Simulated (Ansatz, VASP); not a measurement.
**Cross-check of SnTe between VASP and Ansatz**

One calculation is typed for both programs; each brings its own data sets. How far apart do they land? The cell is taken from a series of runs on this material, whose earlier steps may have relaxed, scaled, displaced or heated it; both programs get it as it stands.

Calculated with Ansatz 0.2.0; plane waves, with VASP 6.6.1 beside it; zone-centre phonons at PBEsol.

### 1. Set-up

It takes space group R-3m (No. 166, trigonal). Conventional cell: a = 4.358 Å, b = 4.358 Å, c = 11.120 Å, α = 90.00°, β = 90.00°, γ = 120.00°. Nearest to Sn lie 6 Te at 3.12 Å. Te has 6 Sn at 3.12 Å nearest. Farther neighbours and most contacts between anions are not listed.

### 2. Ansatz: zone-centre phonons, PBEsol

Ansatz runs on its PAW soft_1 files.

Second derivatives magnify differences that forces hide, and they need a tight electronic threshold.

Contents of input.yaml:

```yaml
crystal:
  lattice:
    - [0.085908285, 3.167156714, 3.167156714]
    - [3.167156714, 0.085908285, 3.167156714]
    - [3.167156714, 3.167156714, 0.085908285]
  atoms:
    - { symbol: Sn, position: [0.0, 0.0, 0.0] }
    - { symbol: Te, position: [0.5, 0.5, 0.5] }
kpoints:
  mp_grid: { grid: [12, 12, 12] }
hamiltonian:
  xc: pbesol
  pseudopotentials: { kind: paw, azcp: { folder: soft_1 }, xc_functional: pbe }
scf:
  occupations: { method: gaussian, width: 0.01 }
output:
  eigenvalues: true
phonons:
  method: dfpt
```

Run with:

```sh
ansatz run input.yaml --threads 4 --pin off --max-ram 10240MiB --backend cpu --events-out ev --progress --plain --runs-dir out
```

Numbers of over 12 decimals in the logs are rounded to 6 here.

Log:

```text
Engine: ansatz 0.2.0, x86_64-unknown-linux-gnu
Pseudopotentials: kind: paw
Pseudopotential: Sn, paw, valence charge 14, recommended cutoff 420 eV (normal), soft_1/Sn.paw.azcp
Pseudopotential: Te, paw, valence charge 16, recommended cutoff 420 eV (normal), soft_1/Te.paw.azcp
Functional definition: PBEsol
  exchange = pbesol_x
  correlation = pbesol_c
Crystal: 2 atoms, lattice volume = 60.954 Å³
Basis set: ecut = 420 eV, 1195 PW (Γ), exchange–correlation on 60×60×60 points (8 copies of the dense FFT grid, shifted against one another)
Bands: 19, of which v1, the nominal top of the filled ones, is band 15 counted from 1 (14 counted from 0)
Symmetry: 12 space group operations
k-points: 476 of 1728 (irreducible under 2 space group operations, time reversal used)
Non-local potential: Sn, projectors of the file, l = 0: 2, l = 1: 2, l = 2: 2, l = 3: 1
Non-local potential: Te, projectors of the file, l = 0: 2, l = 1: 2, l = 2: 2, l = 3: 1
PAW form: soft (Blöchl's): semilocal exchange-correlation on the pseudo side does not see the compensation charge
PAW frozen core: Sn, regenerated for the run's functional, and the local potential with it (the file was generated under x = pbe(κ = 0.804, μ = 0.219515), c = pbe(β = 0.066725))
PAW frozen core: Te, regenerated for the run's functional, and the local potential with it (the file was generated under x = pbe(κ = 0.804, μ = 0.219515), c = pbe(β = 0.066725))
PAW one-centre angular grid: Sn, 590 points (default); XC on 64 Gauss nodes
PAW one-centre angular grid: Te, 590 points (default); XC on 64 Gauss nodes
Initial density: superposition of atomic densities (chi_scale 0.1, normalization cell, long waves kept (reshape's long-wave potential 0.00 eV rms))
Initial wavefunctions: pseudopotential atomic-orbital guess
Functional: x = pbesol(κ = 0.804, μ = 0.123457), c = pbesol(β = 0.046)
SCF iter   1: F=—  HF=-12852.000822 eV  |F-HF|=—  |Δ(HF+E_count)|=         —  Δρ=1.08e-2  dr2=6.73e-2  ethr=3.10e-3  ⟨swp⟩=7.5  Hψ=52660  notcnv=0
preconditioner: auto → none  [insulator: Δε(μ)=0.175 eV  Ē_g=8.785 eV  σ=0.010 eV  W_gap=0.83  n_scr=14 (ndim 8)  ℏωp=15.0 eV  f_vac=0.000  D(μ)=0.25/eV (n_scr^D=0)  ε∞_Penn≈3.9]
SCF iter   2: F=—  HF=-12851.996390 eV  |F-HF|=—  |Δ(HF+E_count)|=   4.43e-3  Δρ=5.41e-3  dr2=1.76e-2  ethr=2.24e-4  ⟨swp⟩=2.0  Hψ=14713  notcnv=0  defer=1
SCF iter   3: F=—  HF=-12851.996648 eV  |F-HF|=—  |Δ(HF+E_count)|=   2.58e-4  Δρ=3.30e-4  dr2=3.07e-5  ethr=5.87e-5  ⟨swp⟩=3.2  Hψ=14617  notcnv=0  defer=1
SCF iter   4: F=—  HF=-12851.996657 eV  |F-HF|=—  |Δ(HF+E_count)|=   8.83e-6  Δρ=7.24e-5  dr2=1.69e-6  ethr=1.02e-7  ⟨swp⟩=2.1  Hψ=17157  notcnv=0  defer=1
SCF iter   5: F=—  HF=-12851.996658 eV  |F-HF|=—  |Δ(HF+E_count)|=   1.32e-6  Δρ=2.41e-5  dr2=1.52e-7  ethr=5.64e-9  ⟨swp⟩=2.1  Hψ=14166  notcnv=0  defer=1
SCF iter   6: F=—  HF=-12851.996658 eV  |F-HF|=—  |Δ(HF+E_count)|=   1.75e-7  Δρ=3.28e-6  dr2=2.87e-9  ethr=5.06e-10  ⟨swp⟩=2.2  Hψ=15489  notcnv=0  defer=1
SCF iter   7: F=—  HF=-12851.996658 eV  |F-HF|=—  |Δ(HF+E_count)|=   5.40e-9  Δρ=5.52e-7  dr2=8.31e-11  ethr=9.56e-12  ⟨swp⟩=2.1  Hψ=14944  notcnv=0  defer=1
SCF iter   8: F=-12851.996658 eV  HF=-12851.996658 eV  |F-HF|=3.64e-12  |Δ(HF+E_count)|=  1.89e-10  Δρ=7.73e-8  dr2=3.26e-12  ethr=1.00e-12  ⟨swp⟩=7.1  Hψ=46293  notcnv=0
SCF 1 converged in 8 iterations: F = -12851.996658 eV  dr2 = 3.26e-12
  greatest PAW one-centre occupation: 0.998 electrons in one spin orbital (limit 2), on the Te atom at site 1 (counted from 0), in its partial waves of l = 2
DFPT response loops at Γ: preconditioner auto → Kerker (q_TF=auto, 2.424 Å⁻¹) (partly filled bands, converged f_vac=0.003); β = 1.00, the filter's whole step (`scf.mixing.beta` (0.50) is not read by the response loops under this deck's `scf.mixing.preconditioner`; to damp them name `kerker` or `kerker_dos`, under which they read `scf.mixing.beta`, and type it under 1.00, their step now; both keys bind the ground state too); Broyden in place of MSR1
SCF converged after 8 iterations
Free energy (F): -12851.996658 eV
Harris-Foulkes:  -12851.996658 eV  (|F-HF|=3.64e-12)
Internal energy: -12851.996646 eV  (E = F + TS)
E sigma→0 (E₀):  -12851.996652 eV
Entropy (-TS):   -0.000012 eV (-0.006 meV/atom)
Fermi energy:    9.991038 eV
--- Per-component energies (eV) ---
  E_band       = -345.775871
  E_kinetic    = 339.960252
  E_local      = -2643.115038  (includes V_loc(G=0)·N_el)
  E_nonlocal   = 215.653330
  E_hartree    = 1321.393812
  E_xc         = -246.702533
  E_vxc        = -182.778010  (∫ρ·V_xc dr)
  E_paw        = -8888.475690  (= ΣΔE_a)
  E_vpaw       = -718.284441  (= ΣTr[D̂ρ^β])
  E_aug_tail   = 0.000375  (compensation charges beyond the density's cutoff)
  E_ewald      = -2951.370805
  E_core_change = 0.659651  (= ΣΔE_core)
  E_smearing   = -0.000012  (= −TS)
  E_closure    = 0.000000  (closes the sum)
  Σ components = -12851.996658   (vs F -12851.996658, Δ=0.00e0)
--- Band table (eV; the first three rows and the last of 476) ---
  k-point 0: bands = [... 11 lower, 5.3183, 7.4797, 7.8886, 7.8886, 13.3090, 13.3090, 13.4301, 14.3301]
  k-point 1: bands = [... 11 lower, 4.9529, 7.5240, 7.8916, 8.1122, 12.9355, 12.9569, 13.0645, 14.4933]
  k-point 2: bands = [... 11 lower, 4.1575, 7.5847, 7.9065, 8.5668, 12.1652, 12.2388, 12.3426, 14.6403]
  k-point 475: bands = [... 11 lower, 1.3302, 8.2431, 8.2431, 10.1143, 10.3482, 10.4649, 10.4649, 17.5370]
--- Phonons (Γ-DFPT): 2 representative perturbations + reference, on 476 of 1728 k-points (Σ response iterations 6) ---
  k mesh reduced under 2 symmetry operations, with k and −k counted as one. Each operation leaves every solved perturbation unchanged. A smaller set is not used because it would not reduce the number of displacements times k-points to solve
  ASR residual: 4.823e-5 → 0.000e0 eV/Å²; symmetrization residual: 1.380e-5 eV/Å²
  ASR residual per site (eV/Å²): 4.82e-5 1.26e-5
  Γ frequencies (cm⁻¹): 0.00 0.00 0.00 25.58 48.68 48.68
  non-analytic LO–TO correction: not included (Born effective charges unavailable; polar crystals: no LO–TO splitting at Γ)
```

### 3. VASP: zone-centre phonons, PBEsol

The same cell, functional, mesh and smearing now go to VASP, with its own data sets.

Lines of VASP's logs that name or quote its potential files are left out, and so is its time.

Contents of INCAR:

```
SYSTEM = SnTe
PREC = Accurate
ENCUT = 500
EDIFF = 1E-08
NELM = 120
ISMEAR = 0
SIGMA = 0.01
LREAL = .FALSE.
ALGO = Normal
GGA = PS
NBANDS = 16
LORBIT = 11
LWAVE = .FALSE.
LCHARG = .FALSE.
ISIF = 2
IBRION = 8
LASPH = .TRUE.
GGA_COMPAT = .FALSE.
KPAR = 2
```

Contents of POSCAR:

```
SnTe
1.0
    0.0859082850      3.1671567140      3.1671567140
    3.1671567140      0.0859082850      3.1671567140
    3.1671567140      3.1671567140      0.0859082850
Sn Te
1 1
Direct
    0.0000000000      0.0000000000      0.0000000000
    0.5000000000      0.5000000000      0.5000000000
```

Contents of KPOINTS:

```
Automatic mesh
0
Gamma
12 12 12
0 0 0
```

Potentials, in the order of the species: Sn_d and Te (PBE family, release 64).

Run with:

```sh
mpirun -np 2 vasp_std
```

Log:

```text
[banner, memory and clock lines left out]
running    2 mpi-ranks, on    1 nodes
 distrk:  each k-point on    1 cores,    2 groups
 distr:  one band on    1 cores,    1 groups

 POSCAR found type information on POSCAR SnTe
 POSCAR found :  2 types and       2 ions
|                                                                             |
|               ----> ADVICE to this user running VASP <----                  |
|                                                                             |
|     You enforced a specific xc type in the INCAR file but a different       |
|     [... a line on the potential file left out ...]
|     I HOPE YOU KNOW WHAT YOU ARE DOING!                                     |
|                                                                             |

 LDA part: xc-table for (Slater+PW92), standard interpolation
 POSCAR, INCAR and KPOINTS ok, starting setup
 FFT: planning ... GRIDC
 FFT: planning ... GRID_SOFT
 FFT: planning ... GRID
 WAVECAR not read
 entering main loop
       N       E                     dE             d eps       ncg     rms          rms(c)
DAV:   1     0.121779202392E+03    0.12178E+03   -0.94130E+03  6128   0.140E+03
DAV:   2     0.165654809039E+01   -0.12012E+03   -0.11741E+03  6616   0.351E+02
DAV:   3    -0.810935784082E+01   -0.97659E+01   -0.97225E+01  7632   0.867E+01
DAV:   4    -0.836769996874E+01   -0.25834E+00   -0.25830E+00  7232   0.154E+01
DAV:   5    -0.837904048953E+01   -0.11341E-01   -0.11340E-01  9048   0.296E+00    0.499E+00
DAV:   6    -0.833061786046E+01    0.48423E-01   -0.10707E-01  8752   0.270E+00    0.312E+00
DAV:   7    -0.832841793860E+01    0.21999E-02   -0.42817E-02  8048   0.135E+00    0.645E-01
DAV:   8    -0.832771087800E+01    0.70706E-03   -0.68062E-03  7680   0.737E-01    0.152E-01
DAV:   9    -0.832777926444E+01   -0.68386E-04   -0.47387E-04  8312   0.204E-01    0.438E-02
DAV:  10    -0.832776470397E+01    0.14560E-04   -0.54671E-05  7960   0.710E-02    0.214E-02
DAV:  11    -0.832776403788E+01    0.66609E-06   -0.19816E-05  8112   0.402E-02    0.166E-02
DAV:  12    -0.832776395254E+01    0.85339E-07   -0.16157E-06  7656   0.119E-02    0.852E-03
DAV:  13    -0.832776377909E+01    0.17345E-06   -0.17845E-07  8120   0.333E-03    0.178E-03
DAV:  14    -0.832776384774E+01   -0.68658E-07   -0.30508E-08  6224   0.242E-03    0.114E-03
DAV:  15    -0.832776383470E+01    0.13043E-07   -0.85887E-09  5000   0.543E-04    0.652E-04
DAV:  16    -0.832776384777E+01   -0.13064E-07   -0.86702E-10  3848   0.224E-04    0.470E-04
DAV:  17    -0.832776385519E+01   -0.74219E-08   -0.17456E-10  3752   0.141E-04
   1 F= -.83277639E+01 E0= -.83277577E+01  d E =-.122690E-04
 Linear response reoptimize wavefunctions to high precision
DAV:   1    -0.832776385721E+01   -0.20245E-08   -0.64416E-11  3984   0.647E-05
DAV:   2    -0.832776385721E+01    0.00000E+00   -0.12667E-11  3632   0.400E-05
 Linear response DOF=           2
 Linear response progress:
  Degree of freedom:   1/  2
       N       E                     dE             d eps       ncg     rms          rms(c)
RMM:   1    -0.215196221268E+00   -0.21520E+00    0.31249E-01 18388   0.105E+01
RMM:   2    -0.220472132289E+00   -0.52759E-02   -0.11929E-02 27186   0.870E-01    0.824E-02
RMM:   3    -0.220304992669E+00    0.16714E-03   -0.92791E-04 29904   0.245E-01    0.444E-02
RMM:   4    -0.220011103309E+00    0.29389E-03   -0.85839E-05 29976   0.741E-02    0.868E-03
RMM:   5    -0.220001886061E+00    0.92172E-05   -0.80016E-06 31040   0.227E-02    0.367E-03
RMM:   6    -0.220007406492E+00   -0.55204E-05   -0.13101E-06 30540   0.763E-03    0.126E-03
RMM:   7    -0.220006701976E+00    0.70452E-06   -0.29751E-07 31262   0.299E-03    0.720E-04
RMM:   8    -0.220003325937E+00    0.33760E-05    0.21064E-07 30354   0.130E-03    0.155E-04
RMM:   9    -0.220003660731E+00   -0.33479E-06    0.39106E-07 31966   0.587E-04    0.213E-04
RMM:  10    -0.220003312288E+00    0.34844E-06    0.61835E-07 31346   0.287E-04    0.153E-04
RMM:  11    -0.220003350758E+00   -0.38470E-07    0.47136E-07 33542   0.144E-04    0.227E-04
RMM:  12    -0.220003054720E+00    0.29604E-06    0.24248E-07 30562   0.988E-05    0.159E-04
RMM:  13    -0.220002912563E+00    0.14216E-06    0.10945E-07 31416   0.557E-05    0.710E-05
RMM:  14    -0.220002886836E+00    0.25727E-07    0.52955E-08 32191   0.308E-05    0.667E-05
RMM:  15    -0.220002781835E+00    0.10500E-06    0.25071E-08 29564   0.255E-05    0.239E-05
RMM:  16    -0.220002735254E+00    0.46582E-07    0.11695E-08 31622   0.197E-05    0.244E-06
RMM:  17    -0.220002731703E+00    0.35503E-08    0.40805E-09 25973   0.150E-05    0.446E-07
 first order change of Fermi-energy   0.17469E-03
 force on displaced ion       1 direction 1 :  -0.440   0.121   0.121
 Linear response progress:
  Degree of freedom:   2/  2
       N       E                     dE             d eps       ncg     rms          rms(c)
RMM:   1    -0.467981911353E-01   -0.46798E-01    0.66581E-02 33035   0.879E-01
RMM:   2    -0.472656688412E-01   -0.46748E-03   -0.19872E-03 28745   0.219E-01    0.655E-02
RMM:   3    -0.474416387287E-01   -0.17597E-03   -0.15885E-04 29212   0.627E-02    0.483E-02
RMM:   4    -0.477073930523E-01   -0.26575E-03   -0.23705E-05 28780   0.317E-02    0.600E-03
RMM:   5    -0.477167491579E-01   -0.93561E-05   -0.10490E-06 29783   0.757E-03    0.310E-03
RMM:   6    -0.477157434498E-01    0.10057E-05   -0.95601E-08 29001   0.222E-03    0.714E-04
RMM:   7    -0.477148446549E-01    0.89879E-06   -0.82647E-09 29804   0.512E-04    0.142E-04
RMM:   8    -0.477147660520E-01    0.78603E-07   -0.56607E-08 29071   0.163E-04    0.324E-05
RMM:   9    -0.477147002336E-01    0.65818E-07    0.21004E-07 31515   0.573E-05    0.175E-05
RMM:  10    -0.477147555533E-01   -0.55320E-07    0.28714E-07 32523   0.182E-05    0.311E-06
RMM:  11    -0.477147360583E-01    0.19495E-07    0.49265E-08 29753   0.959E-06    0.949E-07
RMM:  12    -0.477147381130E-01   -0.20547E-08   -0.45554E-09 22682   0.668E-06    0.521E-07
 first order change of Fermi-energy  -0.23557E-03
 force on displaced ion       2 direction 1 :  -0.447   0.128   0.128
 Linear response finished
```

OUTCAR, selected parts (step 3):

```text
ion  position               nearest neighbor table
   1  0.000  0.000  0.000-   2 3.12   2 3.12   2 3.12   2 3.12   2 3.12   2 3.12
   2  0.500  0.500  0.500-   1 3.12   1 3.12   1 3.12   1 3.12   1 3.12   1 3.12

  LATTYP: Found a trigonal (rhomboedric) cell.
 ALAT       =     4.4798597674
 COS(alpha) =     0.5269308895

 Subroutine GETGRP returns: Found 12 space group operations
 (whereof 12 operations were pure point group operations)

The static configuration has the point symmetry D_3d.

 Found    189 irreducible k-points:

   k-points           NKPTS =    189   k-points in BZ     NKDIM =    189   number of bands    NBANDS=     16

   dimension x,y,z NGX =    36 NGY =   36 NGZ =   36
   dimension x,y,z NGXF=    72 NGYF=   72 NGZF=   72

   ENCUT  =  500.0 eV  36.75 Ry    6.06 a.u.   8.17  8.17  8.17*2*pi/ulx,y,z

   NELECT =      20.0000    total number of electrons

 k-points in reciprocal lattice and weights: Automatic mesh
   0.00000000  0.00000000  0.00000000       0.001
   0.08333333  0.00000000 -0.00000000       0.003
   0.16666667 -0.00000000 -0.00000000       0.003
   0.25000000  0.00000000 -0.00000000       0.003
   0.33333333  0.00000000  0.00000000       0.003
   0.41666667  0.00000000 -0.00000000       0.003
   0.50000000  0.00000000 -0.00000000       0.002
   0.08333333  0.08333333 -0.00000000       0.003
   0.16666667  0.08333333 -0.00000000       0.007
[...]
-0.41666667  0.50000000  0.41666667       0.003
   0.50000000  0.50000000  0.50000000       0.001

 average (electrostatic) potential at core
       1-100.0878       2 -87.4355

  Total        0.3671920      0.3671920      0.3671920     -0.1814858     -0.1814858     -0.1814858
  in kB        9.6516220      9.6516220      9.6516220     -4.7703441     -4.7703441     -4.7703441
  external PRESSURE =       9.6516220 kB  Pullay stress =       0.0000000 kB

  energy-cutoff  :      500.00
  volume of cell :       60.95
      direct lattice vectors                 reciprocal lattice vectors
     0.085908285  3.167156714  3.167156714    -0.164443230  0.160100546  0.160100546
     3.167156714  0.085908285  3.167156714     0.160100546 -0.164443230  0.160100546
     3.167156714  3.167156714  0.085908285     0.160100546  0.160100546 -0.164443230

 POSITION                                       TOTAL-FORCE (eV/Angst)
 -----------------------------------------------------------------------------------
      0.00000      0.00000      0.00000        -0.000000      0.000000      0.000000
      3.21011      3.21011      3.21011         0.000000     -0.000000     -0.000000
 -----------------------------------------------------------------------------------
    total drift:                               -0.000000      0.000000      0.000000

 Eigenvectors and eigenvalues of the dynamical matrix
 ----------------------------------------------------

   1 f  =    1.501678 THz     9.435322 2PiTHz   50.090593 cm-1     6.210439 meV
             X         Y         Z           dx          dy          dz
      0.000000  0.000000  0.000000    -0.235406   -0.345177    0.580582
      3.210111  3.210111  3.210111     0.229988    0.337233   -0.567222

   2 f  =    1.501678 THz     9.435322 2PiTHz   50.090593 cm-1     6.210439 meV
             X         Y         Z           dx          dy          dz
      0.000000  0.000000  0.000000    -0.534487    0.471111    0.063376
      3.210111  3.210111  3.210111     0.522187   -0.460270   -0.061918

   3 f  =    0.880672 THz     5.533426 2PiTHz   29.376057 cm-1     3.642165 meV
             X         Y         Z           dx          dy          dz
      0.000000  0.000000  0.000000     0.418539    0.418539    0.418539
      3.210111  3.210111  3.210111    -0.397692   -0.397692   -0.397692

   4 f/i=    0.006592 THz     0.041417 2PiTHz    0.219875 cm-1     0.027261 meV
             X         Y         Z           dx          dy          dz
      0.000000  0.000000  0.000000     0.397692    0.397692    0.397692
      3.210111  3.210111  3.210111     0.418539    0.418539    0.418539

   5 f/i=    0.009627 THz     0.060490 2PiTHz    0.321129 cm-1     0.039815 meV
             X         Y         Z           dx          dy          dz
      0.000000  0.000000  0.000000    -0.563492    0.359452    0.204040
      3.210111  3.210111  3.210111    -0.576765    0.367919    0.208846

   6 f/i=    0.009627 THz     0.060490 2PiTHz    0.321129 cm-1     0.039815 meV
             X         Y         Z           dx          dy          dz
      0.000000  0.000000  0.000000     0.089727    0.443135   -0.532862
      3.210111  3.210111  3.210111     0.091841    0.453572   -0.545413

 ELASTIC MODULI CONTR FROM IONIC RELAXATION (kBar)
 Direction    XX          YY          ZZ          XY          YZ          ZX
 --------------------------------------------------------------------------------
 XX           0.0000      0.0000      0.0000      0.0000      0.0000      0.0000
 YY           0.0000      0.0000      0.0000      0.0000      0.0000      0.0000
 ZZ           0.0000      0.0000      0.0000      0.0000      0.0000      0.0000
 XY           0.0000      0.0000      0.0000      0.0000      0.0000      0.0000
 YZ           0.0000      0.0000      0.0000      0.0000      0.0000      0.0000
 ZX           0.0000      0.0000      0.0000      0.0000      0.0000      0.0000
 --------------------------------------------------------------------------------
```

### 4. Comparison

Known differences besides the potentials themselves: the data sets hold 30 valence electrons in Ansatz (on its PAW soft_1 files) and 20 in VASP; the cutoff is 420 eV in Ansatz and 500 eV in VASP; Ansatz makes its cores anew for this functional, VASP keeps those of its PBE data sets. Total energies have different zeros and are not compared.

The two programs side by side:

| quantity | Ansatz | VASP | difference |
| --- | --- | --- | --- |
| optical mode 1 (cm⁻¹) | 25.6 | 29.4 | -3.8 |
| optical mode 2 to 3 (cm⁻¹) | 48.7 | 50.1 | -1.4 |

Modes are paired by rising frequency, not by their patterns, so a pair may set unlike modes beside each other; they are those without the splitting of longitudinal modes.

### 5. Results

```json
{
  "r.m.s. difference of the optical zone-centre modes, each program's sorted by frequency (zone-centre phonons, PBEsol)": "2.5 cm⁻¹"
}
```

What this shows: The r.m.s. difference of the optical zone-centre modes, each program's sorted by frequency is 2.5 cm⁻¹ (zone-centre phonons, PBEsol). The data sets hold unlike numbers of valence electrons (30 in Ansatz and 20 in VASP), so part of the differences comes from the potentials. How closely two codes agree says nothing of how well the functional describes the real material.

[Lines on the potential files, build, host, timing and source positions are cut from VASP's logs without a mark.]

[Logs are printed without paths, hosts, clocks, repeated set-up lines and the standing remarks that a program may print on its own settings, such as how far it seeks lower states.]

[Hosts, paths, dates, database ids (printed as entryN), source tags and the programs' standing remarks are cut or masked in the printed files.]
